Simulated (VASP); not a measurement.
# GW-BSE spectrum of NaCl, part 4 of 4

Wanted: the lowest vertical excitons of NaCl and its absorption. The cell is of the rock-salt type, one of the forms listed for this formula, which need not be the common one. The start is a cell from a database of measured crystal structures.

VASP 6.6.1, plane waves and PAW; the level of theory is named at each step.

So far, quasiparticle gap on the mesh (eV): step 4 (G0W0) 7.89.

The database entry behind the starting cell differs from later determinations by our own check (an axis about 0.4 % short against later determinations), so it need not match the best structure at ambient conditions.

### Step 6. Independent quasiparticles

This step: BSE on G0W0 on PBE, independent quasiparticles; plane waves and PAW (Cl_GW, Na_sv_GW) (VASP 6.6.1).

With LADDER and LHARTREE off the pairs don't interact at all, so the lowest line must equal the direct gap.

Contents of INCAR:

```
SYSTEM = NaCl
PREC = Accurate
ENCUT = 400
ISMEAR = 0
SIGMA = 0.01
LREAL = .FALSE.
GGA = PE
NBANDS = 104
ALGO = BSE
NBANDSO = 3
NBANDSV = 4
OMEGAMAX = 25
NEDOS = 1000
CSHIFT = 0.1
PRECFOCK = Fast
LWAVE = .FALSE.
LCHARG = .FALSE.
ENCUTGW = 100
ANTIRES = 0
LADDER = .FALSE.
LHARTREE = .FALSE.
```

Contents of POSCAR:

```
NaCl
1.0
    0.0000000000      2.8100000000      2.8100000000
    2.8100000000      0.0000000000      2.8100000000
    2.8100000000      2.8100000000      0.0000000000
Cl Na
1 1
Direct
    0.5000000000      0.5000000000      0.5000000000
    0.0000000000      0.0000000000      0.0000000000
```

Contents of KPOINTS:

```
Automatic mesh
0
Gamma
10 10 10
0 0 0
```

PAW data sets: Cl_GW and Na_sv_GW (PBE family, release 64).

Started as:

```
> mpirun -np 8 vasp_std
```

Log:

```text
[banner, memory and clock lines left out]
 LDA part: xc-table for (Slater+PW92), standard interpolation
 found WAVECAR, reading the header
 POSCAR, INCAR and KPOINTS ok, starting setup
 FFT: planning ... GRIDC
 FFT: planning ... GRID_SOFT
 FFT: planning ... GRID
 reading WAVECAR
 the WAVECAR file was read successfully
 initial charge from wavefunction
 available memory per node:     41.90 GB, setting MAXMEM to     42904

 Doing            0  frequencies on each core in blocks of            0
 parallelization over k-points
 Using distributed matrix
 Using distributed eigensolver
 allocating two-electron 4 orbital integral table    3    4    3    4
 BSE setting up matrix
 available memory per node:     41.23 GB, setting MAXMEM to     42222
 Calculate matrix elements of the BSE Hamiltonian:
 Workload is divided into blocks of two-electron 4 orbital integrals computed in
  parallel.
 Each block/integral has dimensions  of (   3,   4,   3,   4) orbitals
 Total number of blocks/integrals:               500500
 Number of spins:                                     1
 Number of kpoints:                                1000
 Spin channel:                                        1
  Number of blocks of unoccupied bands:               1
  Number of blocks of occupied bands:                 1
 Number of rows/columns of blocks:                 1000

                                                        Time (sec)
               Integrals                 Ranks       Real         CPU
  [         1 -       8000/    500500]     8         0.36        0.00
  [      8001 -      16000/    500500]     8         0.69        0.00
  [     16001 -      24000/    500500]     8         1.01        0.00
  [     24001 -      32000/    500500]     8         1.36        0.00
  [     32001 -      40000/    500500]     8         1.75        0.00
  [     40001 -      48000/    500500]     8         2.14        0.00
  [     48001 -      56000/    500500]     8         2.52        0.00
  [     56001 -      64000/    500500]     8         2.89        0.00
  [     64001 -      72000/    500500]     8         3.20        0.00
  [     72001 -      80000/    500500]     8         3.58        0.00
  [     80001 -      88000/    500500]     8         3.90        0.00
  [     88001 -      96000/    500500]     8         4.25        0.00
  [     96001 -     104000/    500500]     8         4.63        0.00
  [    104001 -     112000/    500500]     8         4.96        0.00
  [    112001 -     120000/    500500]     8         5.28        0.00
  [    120001 -     128000/    500500]     8         5.64        0.00
  [    128001 -     136000/    500500]     8         6.01        0.00
  [    136001 -     144000/    500500]     8         6.36        0.00
  [    144001 -     152000/    500500]     8         6.67        0.00
  [    152001 -     160000/    500500]     8         6.98        0.00
  [    160001 -     168000/    500500]     8         7.30        0.00
  [    168001 -     176000/    500500]     8         7.63        0.00
  [    176001 -     184000/    500500]     8         8.06        0.00
  [    184001 -     192000/    500500]     8         8.39        0.00
  [    192001 -     200000/    500500]     8         8.70        0.00
  [    200001 -     208000/    500500]     8         9.02        0.00
  [    208001 -     216000/    500500]     8         9.32        0.00
  [    216001 -     224000/    500500]     8         9.70        0.00
  [    224001 -     232000/    500500]     8        10.08        0.00
  [    232001 -     240000/    500500]     8        10.40        0.00
  [    240001 -     248000/    500500]     8        10.70        0.00
  [    248001 -     256000/    500500]     8        11.01        0.00
  [    256001 -     264000/    500500]     8        11.31        0.00
  [    264001 -     272000/    500500]     8        11.64        0.00
  [    272001 -     280000/    500500]     8        11.93        0.00
  [    280001 -     288000/    500500]     8        12.24        0.00
  [    288001 -     296000/    500500]     8        12.58        0.00
  [    296001 -     304000/    500500]     8        12.93        0.00
  [    304001 -     312000/    500500]     8        13.22        0.00
  [    312001 -     320000/    500500]     8        13.52        0.00
  [    320001 -     328000/    500500]     8        13.81        0.00
  [    328001 -     336000/    500500]     8        14.15        0.00
  [    336001 -     344000/    500500]     8        14.46        0.00
  [    344001 -     352000/    500500]     8        14.76        0.00
  [    352001 -     360000/    500500]     8        15.06        0.00
  [    360001 -     368000/    500500]     8        15.42        0.00
  [    368001 -     376000/    500500]     8        15.74        0.00
  [    376001 -     384000/    500500]     8        16.04        0.00
  [    384001 -     392000/    500500]     8        16.34        0.00
  [    392001 -     400000/    500500]     8        16.61        0.00
  [    400001 -     408000/    500500]     8        16.93        0.00
  [    408001 -     416000/    500500]     8        17.21        0.00
  [    416001 -     424000/    500500]     8        17.54        0.00
  [    424001 -     432000/    500500]     8        17.85        0.00
[...]
[    496001 -     500000/    500500]     8        20.56        0.00
  [    500001 -     500500/    500500]     8        20.60        0.00

[... 7 parts as in an earlier step ...]
```

Elapsed: 5.4 min, on 8 MPI ranks of Intel Xeon 6975P-C (Granite Rapids), shared host; peak memory 11 GiB.

OUTCAR, selected parts (step 6):

```text
   NELECT =      16.0000    total number of electrons

 E-fermi :   1.2810

[... 8 parts as in an earlier step ...]

[... 2 further parts left out ...]
```

Numbers from this step:

* lowest excitation: 7.888 eV

The imaginary dielectric function, xx has structure finer than the step of the table below, so its rows give means over 1 eV, whole bins alone (the curve runs from 0 to 25 eV). Peaks (eV: height): 9.2: 1.49, 10.6: 3.48, 12.0: 5.36, 13.0: 3.90, 14.0: 4.90.

From 3 filled and 4 empty bands alone, without any pair above OMEGAMAX = 25 eV, so strength is missing wherever others contribute; lines are broadened by CSHIFT, which also makes the tail under the first line. The imaginary dielectric function, xx by photon energy; means over each step:

photon energy (eV), imaginary dielectric function, xx and a bar:
```
        1       0.00 
        2       0.00 
        3       0.01 
        4       0.01 
        5       0.01 
        6       0.02 
        7       0.03 
        8       0.28 ##
        9       0.73 #####
       10       1.45 ###########
       11       2.86 #####################
       12       3.89 #############################
       13       3.11 #######################
       14       4.08 ##############################
       15       2.83 #####################
       16       1.37 ##########
       17       0.58 ####
       18       0.13 #
       19       0.03 
       20       0.02 
       21       0.01 
       22       0.01 
       23       0.01 
       24       0.01
```

The lowest excitation lies at 7.888 eV, +824 meV against the Tamm-Dancoff singlet. No second mesh in this session tests these energies, peaks and heights.

### Step 7. Summary

This step: BSE on G0W0 on PBE; plane waves and PAW (VASP 6.6.1).

No new run; the numbers come from the runs before.

Cost is wall time times ranks on a shared host, for this step alone, without the steps before it. Excitations by level:

```
                     level  first excitation (eV)  cost (core minutes)
         BSE, Tamm-Dancoff                  7.065                73.76
independent quasiparticles                  7.888                43.35
```

### Step 8. Results

| Quantity | Value |
| --- | --- |
| BSE, Tamm-Dancoff | lowest vertical excitation 7.065 eV; direct gap 7.888 eV |
| independent quasiparticles | lowest vertical excitation 7.888 eV; direct gap 7.888 eV |

What this shows: The Bethe-Salpeter equation puts the lowest vertical singlet excitation at 7.065 eV, 0.82 eV below the direct gap of 7.888 eV; the states within 10 meV of it carry 100 % of the strength of the strongest such group among the lowest 40 states. Attraction and local fields together move the centre of weight of eps2 xx over the computed range by -2.29 eV against the run of independent quasiparticles. The spectra were run on one mesh, so the distance from the gap isn't shown to be converged; coarse meshes tend to overstate it. Bands, response cutoff and mesh of the GW step weren't tested in this session. Only the bands set by NBANDSO and NBANDSV form pairs, and any pair above OMEGAMAX = 25 eV is dropped, so the spectrum is that of this window; the window can cut degenerate bands. Not tabulated here, as repeats of values shown or as unfit to read for their mesh, reference level or band range: eps2 curves (empty bands); eps1 curves and static values (BSE, empty bands, independent quasiparticles); line lists of runs without attraction (independent quasiparticles).

[Lines on the potential files, build, host, timing and source positions are cut from VASP's logs without a mark.]

[Logs are printed without paths, hosts, clocks, repeated set-up lines and the standing remarks that a program may print on its own settings, such as how far it seeks lower states.]

[Hosts, paths, dates, database ids (printed as entryN), source tags and the programs' standing remarks are cut or masked in the printed files.]

[Pressures printed for these runs are not shown converged in the cutoff: they can be off by several GPa and have the wrong sign.]

[In band tables of VASP the shares of atoms and orbitals are scaled to a sum of 1 inside the atoms' spheres.]
